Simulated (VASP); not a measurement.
An input for Quantum ESPRESSO's pw.x (written as the equivalent of a VASP run, and not itself run):

```
&CONTROL
  calculation = 'vc-relax'
  pseudo_dir = './pseudo'
  outdir = './out'
  tprnfor = .true.
  tstress = .true.
  nstep = 40
  forc_conv_thr = 0.00078
/
&SYSTEM
  ibrav = 0
  nat = 2
  ntyp = 2
  ecutwfc = 84
  occupations = 'smearing'
  smearing = 'gaussian'
  degauss = 0.003675
  input_dft = 'pbesol'
/
&ELECTRONS
  conv_thr = 7.3e-08
  electron_maxstep = 100
/
&IONS
/
&CELL
  press = 50
/
ATOMIC_SPECIES
  Ga 69.723 Ga.upf
  N 14.007 N.upf
CELL_PARAMETERS angstrom
     0.0000000    2.1105412    2.1105412
     2.1105412    0.0000000    2.1105412
     2.1105412    2.1105412    0.0000000
ATOMIC_POSITIONS crystal
  Ga   0.0000000  0.0000000  0.0000000
  N    0.5000000  0.5000000  0.5000000
K_POINTS automatic
  11 11 11 0 0 0
```

Problem. Translate this input to VASP (INCAR, KPOINTS, POSCAR, choice of POTCAR).

Solution. This is not unique; one that fits is 
File KPOINTS:
```
K-points
0
Gamma
 11 11 11
```

### POSCAR
```
GaN
1
    0.0000000000     2.1105412098     2.1105412098
    2.1105412098     0.0000000000     2.1105412098
    2.1105412098     2.1105412098     0.0000000000
Ga N
1 1
Direct
  0.0000000000   0.0000000000   0.0000000000
  0.5000000000   0.5000000000   0.5000000000
```

**INCAR**
```
ALGO = Normal
EDIFF = 1E-6
EDIFFG = -0.02
ENCUT = 620
GGA = PS
IBRION = 2
ISIF = 3
ISMEAR = 0
LASPH = .TRUE.
LCHARG = .FALSE.
LMAXMIX = 4
LREAL = .FALSE.
LWAVE = .FALSE.
NELM = 100
NSW = 40
PREC = Accurate
PSTRESS = 50
SIGMA = 0.05
SYSTEM = GaN
```

POTCAR, in this order: Ga_d N (PBE.64 set). Program: vasp_std.

The two are equivalent in intent, not identical: the potentials are each code's own (VASP's PAW set, PseudoDojo norm-conserving files in pw.x), so ENCUT and ecutwfc are chosen apart and not converted; conv_thr bounds pw.x's estimated SCF error, while EDIFF bounds the energy change between steps; forc_conv_thr acts on force components and is met together with etot_conv_thr.

The structure was generated: GaN was put into the rock salt type (Fm-3m), which need not be its known phase. This run relaxes it under an external pressure of 5 GPa. Symmetry was kept, so distortions that lower it aren't found.
